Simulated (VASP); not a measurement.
A convergence study with VASP on AlN (zinc blende): one setting is varied, all else stays as given below, so the limit is that of these other settings.

```xyz
2
Lattice="0.0000 2.1900 2.1900 2.1900 0.0000 2.1900 2.1900 2.1900 0.0000" Properties=species:S:1:pos:R:3 pbc="T T T"
Al     0.0000     0.0000     0.0000
N      1.0950     1.0950     1.0950
```

All values below come from PBE GGA, VASP's PBE PAW potentials (set 64) (plane waves; VASP). The tightest run used: 700 eV cut-off, 16×16×16 Monkhorst-Pack mesh, Gaussian smearing of 0.050 eV, potentials Al N.

| setting | E (eV/atom) | pressure (GPa) | irreducible k-points |
|---|---|---|---|
| 1×1×1 mesh | -1.5713 | 21.54 | 1 |
| 2×2×2 mesh | -7.4030 | 2.98 | 2 |
| 3×3×3 mesh | -7.3247 | 3.14 | 4 |

**Question.** These are the cheaper rows. Estimate the results at 16×16×16 mesh, and how far the last row shown lies from them.

**Answer.** 
```json
[
 {"quantity": "E (eV/atom)", "tightest run": "-7.4246", "last row shown is off by": "0.0999"},
 {"quantity": "pressure (GPa)", "tightest run": "2.76", "last row shown is off by": "0.38"}
]
```

Left out are rungs that failed or repeat a setting and relaxations that didn't move; long series are thinned to 24 rows.

The compound is AlN in the zinc blende structure, a metastable form; wurtzite is the usual one. The cell was not relaxed at this level.
